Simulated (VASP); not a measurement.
Crystal: ZnO.

```xyz
4
Lattice="3.2865 0.0000 0.0000 -1.6433 2.8462 0.0000 0.0000 0.0000 5.3004" Properties=species:S:1:pos:R:3 pbc="T T T"
Zn    0.0000    1.8975    2.6493
Zn    1.6433    0.9487    5.2995
O     1.6433    0.9487    2.0098
O     0.0000    1.8975    4.6600
```

Program: VASP 6.6.1. Alike in all runs: task band structure; potentials or basis VASP PAW PBE potentials, release 64 (Zn, O); no spin polarisation; cell as given; k mesh 9 × 9 × 5; cutoff (eV) 520; smearing gaussian 0.03 eV.

Problem. Order these runs on this cell by their band gap on the k mesh, lowest first.
A. level PBE
B. level r2SCAN
C. level TB-mBJ

Solution. A (0.72 eV), B (1.16 eV), C (2.53 eV).
